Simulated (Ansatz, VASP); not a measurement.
**H9C7N2: VASP beside Ansatz**

Wanted: the spread between two codes on one cell, functional and k mesh. The structure shown is frame 133 of Ansatz's trajectory.

Program: Ansatz 0.2.0. Level of theory: plane waves, with VASP 6.6.1 beside it; single point at PBE with D3(BJ). Results are calculated unless marked as measured.

### Step 1. Set-up

The cell holds 108 atoms: 42 C, 12 N and 54 H. Its edges and angles: a = 10.691 Å, b = 10.691 Å, c = 10.691 Å, α = 90.0°, β = 90.0°, γ = 90.0°. As first built, before any earlier steps moved the atoms (in the runner's words): 3 polyacrylonitrile chains of 4 units placed at random, at 0.988 g/cm^3; overlaps pushed apart, then 20 ps at 800 K with MMFF94 bonds, angles, torsions, charges and radii (Halgren, J. Comput. Chem. 17, 490 (1996)) in harmonic and 12-6 forms; charges of ions scaled by 0.8. Snapshot after 30 ps at 480 K and fixed volume.

### Step 2. Ansatz: dynamics, PBE with D3(BJ)

Ansatz runs on its default PAW (the set named soft_2) files.

One frame of this run of dynamics is then solved in both programs, so the motion causes no difference.

Contents of input.yaml:

```yaml
crystal:
  lattice:
    - [10.69066, 0.0, 0.0]
    - [0.0, 10.69066, 0.0]
    - [0.0, 0.0, 10.69066]
  atoms:
    - { symbol: C, position: [0.08033, 0.16566, 0.03011] }
    - { symbol: C, position: [0.09959, 0.28756, 0.11028] }
    - { symbol: C, position: [0.01154, 0.30557, 0.21546] }
    - { symbol: C, position: [0.88595, 0.30992, 0.1762] }
    - { symbol: "N", position: [0.78344, 0.33076, 0.14011] }
    - { symbol: C, position: [0.03367, 0.21002, 0.32132] }
    - { symbol: C, position: [0.03609, 0.25085, 0.4541] }
    - { symbol: C, position: [0.11504, 0.16512, 0.53839] }
    - { symbol: "N", position: [0.17853, 0.09791, 0.60023] }
    - { symbol: C, position: [0.89297, 0.25713, 0.50442] }
    - { symbol: C, position: [0.8495, 0.36317, 0.58263] }
    - { symbol: C, position: [0.93927, 0.38923, 0.68421] }
    - { symbol: "N", position: [0.0158, 0.40861, 0.75688] }
    - { symbol: C, position: [0.81232, 0.47868, 0.50269] }
    - { symbol: C, position: [0.69238, 0.47693, 0.42957] }
    - { symbol: C, position: [0.71342, 0.57725, 0.33565] }
    - { symbol: "N", position: [0.72919, 0.64923, 0.25821] }
    - { symbol: C, position: [0.57272, 0.50372, 0.50878] }
    - { symbol: H, position: [0.02787, 0.19907, 0.94769] }
    - { symbol: H, position: [0.16879, 0.12182, 0.99457] }
    - { symbol: H, position: [0.02495, 0.09493, 0.07728] }
    - { symbol: H, position: [0.19222, 0.28379, 0.15136] }
    - { symbol: H, position: [0.09785, 0.35952, 0.03981] }
    - { symbol: H, position: [0.04643, 0.39176, 0.26392] }
    - { symbol: H, position: [0.97219, 0.12428, 0.30615] }
    - { symbol: H, position: [0.12854, 0.17396, 0.29726] }
    - { symbol: H, position: [0.07371, 0.34108, 0.45534] }
    - { symbol: H, position: [0.82943, 0.25302, 0.43028] }
    - { symbol: H, position: [0.88109, 0.17711, 0.5677] }
    - { symbol: H, position: [0.75909, 0.32927, 0.61897] }
    - { symbol: H, position: [0.88508, 0.48343, 0.43403] }
    - { symbol: H, position: [0.83092, 0.56121, 0.55398] }
    - { symbol: H, position: [0.68455, 0.38258, 0.38237] }
    - { symbol: H, position: [0.54863, 0.42876, 0.57942] }
    - { symbol: H, position: [0.49948, 0.53952, 0.44889] }
    - { symbol: H, position: [0.60781, 0.5753, 0.58206] }
    - { symbol: C, position: [0.23736, 0.66104, 0.33663] }
    - { symbol: C, position: [0.1075, 0.69742, 0.37505] }
    - { symbol: C, position: [0.10696, 0.78959, 0.48736] }
    - { symbol: C, position: [0.9903, 0.87099, 0.47868] }
    - { symbol: "N", position: [0.91818, 0.94687, 0.4956] }
    - { symbol: C, position: [0.10817, 0.71882, 0.61179] }
    - { symbol: C, position: [0.16945, 0.79632, 0.71668] }
    - { symbol: C, position: [0.29606, 0.82346, 0.68626] }
    - { symbol: "N", position: [0.39537, 0.84441, 0.65389] }
    - { symbol: C, position: [0.08194, 0.89448, 0.76728] }
    - { symbol: C, position: [0.99456, 0.85, 0.87287] }
    - { symbol: C, position: [0.07676, 0.82058, 0.98084] }
    - { symbol: "N", position: [0.13151, 0.76612, 0.05447] }
    - { symbol: C, position: [0.88265, 0.76461, 0.83783] }
    - { symbol: C, position: [0.80097, 0.72439, 0.9486] }
    - { symbol: C, position: [0.73777, 0.83238, 0.00413] }
    - { symbol: "N", position: [0.68897, 0.92875, 0.03007] }
    - { symbol: C, position: [0.70961, 0.63156, 0.91302] }
    - { symbol: H, position: [0.30212, 0.65781, 0.4073] }
    - { symbol: H, position: [0.28007, 0.72981, 0.27368] }
    - { symbol: H, position: [0.23533, 0.56618, 0.28989] }
    - { symbol: H, position: [0.04642, 0.61809, 0.40428] }
    - { symbol: H, position: [0.04958, 0.74954, 0.29957] }
    - { symbol: H, position: [0.19325, 0.85033, 0.48239] }
    - { symbol: H, position: [0.16033, 0.64401, 0.58247] }
    - { symbol: H, position: [0.00757, 0.68355, 0.62645] }
    - { symbol: H, position: [0.19128, 0.73579, 0.79327] }
    - { symbol: H, position: [0.02974, 0.9403, 0.69925] }
    - { symbol: H, position: [0.14927, 0.96885, 0.80758] }
    - { symbol: H, position: [0.95583, 0.94205, 0.90576] }
    - { symbol: H, position: [0.91346, 0.67562, 0.8022] }
    - { symbol: H, position: [0.83494, 0.80584, 0.75318] }
    - { symbol: H, position: [0.86965, 0.67474, 0.00717] }
    - { symbol: H, position: [0.65907, 0.58562, 0.99389] }
    - { symbol: H, position: [0.63009, 0.67227, 0.8612] }
    - { symbol: H, position: [0.76929, 0.55817, 0.85816] }
    - { symbol: C, position: [0.41979, 0.53149, 0.85045] }
    - { symbol: C, position: [0.32157, 0.43183, 0.87742] }
    - { symbol: C, position: [0.32158, 0.31429, 0.80042] }
    - { symbol: C, position: [0.28661, 0.35812, 0.67108] }
    - { symbol: "N", position: [0.27394, 0.39723, 0.57091] }
    - { symbol: C, position: [0.4493, 0.24232, 0.79392] }
    - { symbol: C, position: [0.52586, 0.25248, 0.91184] }
    - { symbol: C, position: [0.65547, 0.22319, 0.88815] }
    - { symbol: "N", position: [0.76182, 0.21447, 0.86953] }
    - { symbol: C, position: [0.46844, 0.15359, 0.00411] }
    - { symbol: C, position: [0.53641, 0.16039, 0.12841] }
    - { symbol: C, position: [0.50698, 0.2809, 0.18966] }
    - { symbol: "N", position: [0.47899, 0.37141, 0.23815] }
    - { symbol: C, position: [0.49187, 0.05074, 0.21658] }
    - { symbol: C, position: [0.59284, 0.01874, 0.3074] }
    - { symbol: C, position: [0.59778, 0.12126, 0.40355] }
    - { symbol: "N", position: [0.59223, 0.19035, 0.48346] }
    - { symbol: C, position: [0.57356, 0.89765, 0.37483] }
    - { symbol: H, position: [0.37937, 0.6138, 0.80215] }
    - { symbol: H, position: [0.4817, 0.49481, 0.77954] }
    - { symbol: H, position: [0.45343, 0.568, 0.94219] }
    - { symbol: H, position: [0.32664, 0.41413, 0.98296] }
    - { symbol: H, position: [0.23668, 0.47715, 0.88209] }
    - { symbol: H, position: [0.24888, 0.25494, 0.83509] }
    - { symbol: H, position: [0.50056, 0.27681, 0.7137] }
    - { symbol: H, position: [0.43758, 0.14319, 0.77737] }
    - { symbol: H, position: [0.52338, 0.34484, 0.94858] }
    - { symbol: H, position: [0.38239, 0.19696, 0.02506] }
    - { symbol: H, position: [0.45196, 0.05552, 0.97266] }
    - { symbol: H, position: [0.63907, 0.14956, 0.12502] }
    - { symbol: H, position: [0.40817, 0.08784, 0.26118] }
    - { symbol: H, position: [0.45842, 0.96755, 0.16197] }
    - { symbol: H, position: [0.68079, 0.00769, 0.26921] }
    - { symbol: H, position: [0.66413, 0.87733, 0.43534] }
    - { symbol: H, position: [0.49596, 0.91825, 0.44074] }
    - { symbol: H, position: [0.53479, 0.82155, 0.31708] }
kpoints:
  mp_grid: { grid: [1, 1, 1] }
hamiltonian:
  xc: pbe
  dispersion: d3bj
scf:
  occupations: { method: gaussian, width: 0.05 }
output:
  forces: true
md:
  timestep: 0.5
  n_steps: 400
  ensemble: nve
  temperature: 480
  initial_velocities: maxwell_boltzmann
  seed: 2648
```

Launch:

```console
> ansatz run input.yaml --threads 4 --pin off --max-ram 8192MiB --backend cpu --events-out ev --progress --plain --runs-dir out
```

Numbers of over 12 decimals in the logs are rounded to 6 here.

Log:

```text
Warning: md: disabling space-group detection — thermal motion breaks the input geometry's symmetry, so no spatial operation reduces the k-mesh or symmetrises the density; time reversal is kept, so that k and −k are solved as one point where they differ and the mesh holds both, and exact exchange and, on two spinor components, a DFT+U term hold to it where the run has them: on two components no moment then forms, and  [...]
Engine: ansatz 0.2.0, aarch64-unknown-linux-gnu
Pseudopotentials: kind: paw
Pseudopotential: C, paw, valence charge 4, recommended cutoff 420 eV (normal), C.paw.azcp
Pseudopotential: N, paw, valence charge 5, recommended cutoff 420 eV (normal), N.paw.azcp
Pseudopotential: H, paw, valence charge 1, recommended cutoff 420 eV (normal), H.paw.azcp
Functional definition: PBE
  parameter kappa = 0.804
  parameter beta = 0.066725
  exchange = pbe_x(kappa = kappa, mu = beta*pi^2/3)
  correlation = pbe_c(beta = beta)
Crystal: 108 atoms, lattice volume = 1221.838 Å³
Basis set: ecut = 420 eV, 23847 PW (Γ), exchange–correlation on 144×144×144 points (8 copies of the dense FFT grid, shifted against one another)
Bands: 249, of which v1, the nominal top of the filled ones, is band 141 counted from 1 (140 counted from 0)
Symmetry: 1 space group operations
k-points: 1
Non-local potential: C, projectors of the file, l = 0: 2, l = 1: 2, l = 2: 1
Non-local potential: N, projectors of the file, l = 0: 2, l = 1: 2, l = 2: 1
Non-local potential: H, projectors of the file, l = 0: 2, l = 1: 1
PAW form: soft (Blöchl's): semilocal exchange-correlation on the pseudo side does not see the compensation charge
PAW one-centre angular grid: C, 110 points (default); XC on 64 Gauss nodes
PAW one-centre angular grid: N, 110 points (default); XC on 64 Gauss nodes
PAW one-centre angular grid: H, 110 points (default); XC on 64 Gauss nodes
Initial density: superposition of atomic densities (neutral atoms: chi_scale 0, normalization atom), corrected by the library's trained network
Initial wavefunctions: pseudopotential atomic-orbital guess
Functional: x = pbe(κ = 0.804, μ = 0.219515), c = pbe(β = 0.066725)
SCF iter   1: F=—  HF=-16004.564806 eV  |F-HF|=—  |Δ(HF+E_count)|=         —  Δρ=4.48e-3  dr2=3.54e-1  ethr=1.77e-3  ⟨swp⟩=6.0  Hψ=1149  notcnv=0  defer=34
preconditioner: auto → Resta (q_TF=auto, 2.137 Å⁻¹)  ε∞=2.4  [insulator: Δε(μ)=5.818 eV  Ē_g=14.867 eV  σ=0.050 eV  W_gap=1.00  n_scr=202 (ndim 8)  ℏωp=17.8 eV  f_vac=0.243  D(μ)=0.00/eV (n_scr^D=0)  ε∞_Penn≈2.4]
SCF iter   2: F=—  HF=-16004.547596 eV  |F-HF|=—  |Δ(HF+E_count)|=   1.72e-2  Δρ=2.35e-3  dr2=9.16e-2  ethr=1.26e-4  ⟨swp⟩=2.0  Hψ=425  notcnv=0  defer=102
SCF iter   3: F=—  HF=-16004.548617 eV  |F-HF|=—  |Δ(HF+E_count)|=   1.02e-3  Δρ=1.45e-3  dr2=3.57e-2  ethr=3.25e-5  ⟨swp⟩=2.0  Hψ=294  notcnv=0  defer=102
SCF iter   4: F=—  HF=-16004.547204 eV  |F-HF|=—  |Δ(HF+E_count)|=   1.41e-3  Δρ=4.24e-4  dr2=3.45e-3  ethr=1.26e-5  ⟨swp⟩=2.0  Hψ=283  notcnv=0  defer=102
SCF iter   5: F=—  HF=-16004.547145 eV  |F-HF|=—  |Δ(HF+E_count)|=   5.98e-5  Δρ=2.47e-4  dr2=9.67e-4  ethr=1.22e-6  ⟨swp⟩=2.0  Hψ=280  notcnv=0  defer=102
SCF iter   6: F=—  HF=-16004.547060 eV  |F-HF|=—  |Δ(HF+E_count)|=   8.46e-5  Δρ=1.40e-4  dr2=3.03e-4  ethr=3.43e-7  ⟨swp⟩=2.0  Hψ=285  notcnv=0  defer=102
SCF iter   7: F=—  HF=-16004.547050 eV  |F-HF|=—  |Δ(HF+E_count)|=   1.04e-5  Δρ=3.26e-5  dr2=1.73e-5  ethr=1.07e-7  ⟨swp⟩=2.0  Hψ=279  notcnv=0  defer=102
SCF iter   8: F=—  HF=-16004.548046 eV  |F-HF|=—  |Δ(HF+E_count)|=   9.96e-4  Δρ=1.97e-5  dr2=5.88e-6  ethr=6.15e-9  ⟨swp⟩=2.0  Hψ=386  notcnv=0  defer=102
SCF iter   9: F=—  HF=-16004.548045 eV  |F-HF|=—  |Δ(HF+E_count)|=   8.38e-7  Δρ=6.32e-6  dr2=5.54e-7  ethr=2.08e-9  ⟨swp⟩=2.0  Hψ=286  notcnv=0  defer=102
SCF iter  10: F=-16004.548045 eV  HF=-16004.548045 eV  |F-HF|=2.42e-8  |Δ(HF+E_count)|=   2.31e-9  Δρ=2.11e-6  dr2=6.72e-8  ethr=3.55e-11  ⟨swp⟩=2.0  Hψ=671  notcnv=0
SCF 1 converged in 10 iterations: F = -16004.548045 eV  dr2 = 6.72e-8
  greatest PAW one-centre occupation: 0.846 electrons in one spin orbital (limit 2), on the N atom at site 48 (counted from 0), in its partial waves of l = 0
md step     0: t =     0.00 fs  T =   480.0 K  F+E_penalty+E_count = -16004.54804509 eV  E_kin = 6.638794 eV  conserved = -15997.90925155 eV  (10 SCF iters)
[...]
md step   399: t =   199.50 fs  T =   461.4 K  F+E_penalty+E_count = -16004.29161820 eV  E_kin = 6.381955 eV  conserved = -15997.90966314 eV  (5 SCF iters, 3 dispersion substeps)
[...]
md step   400: t =   200.00 fs  T =   465.2 K  F+E_penalty+E_count = -16004.34333898 eV  E_kin = 6.434246 eV  conserved = -15997.90909261 eV  (9 SCF iters, 3 dispersion substeps)
SCF converged after 9 iterations
Free energy (F): -16004.343339 eV
Harris-Foulkes:  -16004.343339 eV  (|F-HF|=1.96e-8)
Internal energy: -16004.343339 eV  (E = F + TS)
E sigma→0 (E₀):  -16004.343339 eV
Fermi energy:    0.623099 eV
--- Per-component energies (eV) ---
  E_band       = -2145.754185
  E_kinetic    = 6052.699838
  E_local      = -18364.552542  (includes V_loc(G=0)·N_el)
  E_nonlocal   = 1807.001504
  E_hartree    = 6451.679400
  E_xc         = -3192.091891
  E_vxc        = -3993.924945  (∫ρ·V_xc dr)
  E_paw        = -5727.663059  (= ΣΔE_a)
  E_vpaw       = -550.265241  (= ΣTr[D̂ρ^β])
  E_aug_tail   = -0.071925  (compensation charges beyond the density's cutoff)
  E_ewald      = -3025.189742
  E_disp       = -6.154922  (pairwise vdW)
  E_smearing   = -0.000000  (= −TS)
  E_closure    = 0.000000  (closes the sum)
  Σ components = -16004.343339   (vs F -16004.343339, Δ=0.00e0)
--- Forces (eV/Å), atoms counted from 1 ---
  atom   1  C     -0.78828090     0.91623923     0.05768786
  atom   2  C     -3.08205240    -0.12840293    -0.08872669
  atom   3  C      1.25146647    -2.09841560     0.43569140
  atom   4  C      1.80271176     0.43466160    -0.78111050
  atom   5  N     -1.80547152     0.10926404     0.02287581
  atom   6  C      0.17117500     0.47383690    -2.67231677
  atom   7  C      0.76464242     0.67249590     3.26899017
  atom   8  C     -0.42770636    -0.73743447     0.27206985
  atom   9  N     -0.16063885     0.55569513    -0.15078864
  atom  10  C     -0.64256378     1.73215111    -2.21410601
  atom  11  C     -1.01443468     0.28948128    -0.11789270
  atom  12  C      1.54155335    -0.97327846     2.38122078
  atom  13  N     -0.79057636     0.46691625    -1.86063045
  atom  14  C      1.08726542    -0.77262548    -0.09341066
  atom  15  C     -0.24984246    -0.03376651    -3.96757153
  atom  16  C      1.77361858     1.40336053     0.14464344
  atom  17  N     -1.49875906    -2.03272003     1.11423036
  atom  18  C     -1.57526146     1.10572786     0.13718068
  atom  19  H     -0.07048131    -0.14258884     0.69532967
  atom  20  H      0.64359601    -1.11416776     0.17804366
  atom  21  H      0.28687650     0.01056989    -0.51800268
  atom  22  H      2.07567241     0.24904245     0.40928269
  atom  23  H      0.06585370     0.19167242    -0.67754629
  atom  24  H     -0.14674530     1.04072370     1.03687434
[...]
atom 101  H     -0.77522688     0.96752784     0.09042628
  atom 102  H      1.01067777     0.22936898     0.05545514
  atom 103  H     -0.13618089     0.35096839    -0.21866177
  atom 104  H     -0.25394242     0.11510627     0.36974030
  atom 105  H     -1.98729869    -1.07246223    -0.06935110
  atom 106  H     -0.22347197     0.75352776    -0.82446561
  atom 107  H      0.75833261    -0.05023112     0.05479652
  atom 108  H     -0.50951307    -0.76559737    -0.45257296
  max |Σ_I F_I| component: 2.29e-4 eV/Å
--- MD trajectory: 400 steps, t = 0.0 → 200.0 fs ---
  final state: T = 465.2 K   F+E_penalty+E_count = -16004.34333898 eV   E_kin = 6.434246 eV
  conserved energy: peak-to-peak 1.823e-2 eV (1.688e-4 eV/atom) over 200.0 fs
```

### Step 3. VASP: single point, PBE with D3(BJ)

The same cell, functional, mesh and smearing now go to VASP, with its own data sets.

Lines of VASP's logs that name or quote its potential files are left out, and so is its time.

Contents of INCAR:

```
SYSTEM = H9C7N2
PREC = Accurate
ENCUT = 520
EDIFF = 1E-06
NELM = 120
ISMEAR = 0
SIGMA = 0.05
LREAL = Auto
ALGO = Normal
GGA = PE
IVDW = 12
NBANDS = 216
LORBIT = 11
LWAVE = .FALSE.
LCHARG = .FALSE.
ISIF = 2
LASPH = .TRUE.
GGA_COMPAT = .FALSE.
EFERMI = MIDGAP
NCORE = 2
```

Contents of POSCAR:

```
H9C7N2
1.0
   10.6906600000      0.0000000000      0.0000000000
    0.0000000000     10.6906600000      0.0000000000
    0.0000000000      0.0000000000     10.6906600000
C N H
42 12 54
Direct
    0.0755706383      0.1339767610      0.0460027725
    0.0757203016      0.2767462439      0.0803972814
    0.0109160707      0.3153874504      0.2072089095
    0.8732482372      0.3260696720      0.1754989870
    0.0124875358      0.2089206840      0.3117019903
    0.0011879528      0.2644832031      0.4402815168
    0.0876653078      0.1894738024      0.5109880962
    0.8700678910      0.2571216370      0.5116148114
    0.8330449196      0.3670119525      0.5967639042
    0.9366961441      0.3800700799      0.6930442087
    0.8167222604      0.4931407415      0.5265063149
    0.7059246108      0.4773606120      0.4407772766
    0.7220882527      0.5733041739      0.3523075283
    0.5729954933      0.4827297847      0.5054131363
    0.2497974868      0.6418312808      0.3361064705
    0.1267742123      0.6986004606      0.3636538811
    0.1148292061      0.7812520462      0.4819066363
    0.0016126226      0.8511167692      0.4782866540
    0.1193003987      0.7005928539      0.5997665252
    0.1709436087      0.7741710989      0.7243986807
    0.2950519425      0.8132519414      0.6940170205
    0.0997973932      0.8911797775      0.7714303888
    0.0097879832      0.8561024296      0.8850529341
    0.0846439789      0.8216050272      0.9966176083
    0.9031809074      0.7513006681      0.8381802433
    0.8115775827      0.7227430299      0.9518589124
    0.7383547882      0.8500784797      0.9823864944
    0.7208535301      0.6208129339      0.9179788713
    0.3994421299      0.5463460628      0.8595633946
    0.3271079615      0.4375127448      0.8978117347
[... 72 atom lines left out ...]
    0.3961401822      0.0756828858      0.2822276641
    0.4644147321      0.9831666146      0.1545835337
    0.6547584527      0.0273042076      0.2687953784
    0.6282961015      0.8725373363      0.4522078150
    0.4558745671      0.8716112943      0.4176075191
    0.5595444996      0.8086310855      0.3089706342
```

Contents of KPOINTS:

```
Automatic mesh
0
Gamma
1 1 1
0 0 0
```

Potentials, in the order of the species: C, N and H (PBE family, release 64).

Launch:

```console
> mpirun -np 8 vasp_gam
```

Log:

```text
[banner, memory and clock lines left out]
running    8 mpi-ranks, on    1 nodes
[...]
LDA part: xc-table for (Slater+PW92), standard interpolation
 POSCAR, INCAR and KPOINTS ok, starting setup
[...]
entering main loop
       N       E                     dE             d eps       ncg     rms          rms(c)
DAV:   1     0.201683187113E+04    0.20168E+04   -0.14212E+05   432   0.119E+03
DAV:   2    -0.466381679734E+03   -0.24832E+04   -0.23491E+04   560   0.280E+02
DAV:   3    -0.715555618517E+03   -0.24917E+03   -0.24675E+03   544   0.911E+01
DAV:   4    -0.722174044987E+03   -0.66184E+01   -0.65920E+01   552   0.171E+01
[...]
DAV:  18    -0.663748748961E+03    0.13556E-05   -0.52379E-05   544   0.183E-02    0.688E-03
DAV:  19    -0.663748747677E+03    0.12843E-05   -0.39792E-06   512   0.591E-03    0.403E-03
DAV:  20    -0.663748746956E+03    0.72099E-06   -0.95238E-07   360   0.358E-03
   1 F= -.66996938E+03 E0= -.66996938E+03  d E =0.000000E+00
```

OUTCAR, selected parts (step 3):

```text
  FREE ENERGIE OF THE ION-ELECTRON SYSTEM (eV)
  ---------------------------------------------------
  free  energy   TOTEN  =      -669.9693798049 eV

  energy  without entropy=     -669.9693798049  energy(sigma->0) =     -669.96937980
```

The run ends at a pressure of -0.54 GPa, with forces up to 5.6 eV/Å.

### Step 4. Comparison

Known differences besides the potentials themselves: the cutoff is 420 eV in Ansatz and 520 eV in VASP (PREC = Accurate, projectors in real space). Total energies have different zeros and are not compared.

Forces on 9 of the 108 atoms, those with the largest forces and the largest differences (eV/Å; atoms numbered as in POSCAR):

```
atom          Ansatz x, y, z            VASP x, y, z
  C4     3.789, 0.381, 1.106     4.350, 0.353, 1.197
 C18    -2.700, 3.223, 1.062    -2.505, 3.048, 1.025
 C22    2.052, -1.038, 5.169    2.037, -1.026, 5.141
 C26   -1.736, 3.318, -1.603   -1.729, 3.342, -1.591
 C27   1.457, -2.336, -0.456   1.652, -2.725, -0.592
 C38    -0.231, 4.150, 1.404    -0.199, 3.877, 1.339
 C41     1.933, 2.632, 4.003     1.862, 2.487, 3.852
 N43   -2.685, 0.053, -0.607   -3.253, 0.073, -0.698
 N54  -1.994, -2.639, -2.630  -1.923, -2.480, -2.474
```

The forces differ by 100 meV/Å r.m.s., which is 8.1 % of the r.m.s. force of 1.240 eV/Å (both taken over all components).

### Step 5. Results

```yaml
r_m_s_force_difference_single_point_pbe_with_d3_bj: 8.1 % of the r.m.s. force
```

**Reading.** The r.m.s. force difference is 8.1 % of the r.m.s. force (single point, PBE with D3(BJ)), beyond the 3 % picked in this series as the mark of a large difference. What causes the difference of the single point, PBE with D3(BJ) pair stays open here. 2 further runs of this series are not shown here. Such differences can come from data sets, numerical settings and the points named under the comparisons, not from the functional's error against experiment.

[Lines on the potential files, build, host, timing and source positions are cut from VASP's logs without a mark.]

[Logs are printed without paths, hosts, clocks, repeated set-up lines and the standing remarks that a program may print on its own settings, such as how far it seeks lower states.]

[Hosts, paths, dates, database ids (printed as entryN), source tags and the programs' standing remarks are cut or masked in the printed files.]

[The MMFF94 radii named for the starting cell were scaled by 0.96; in molecules described by MMFF94, hydrogen bound to N, O or S took a small fixed 12-6 site in their place.]
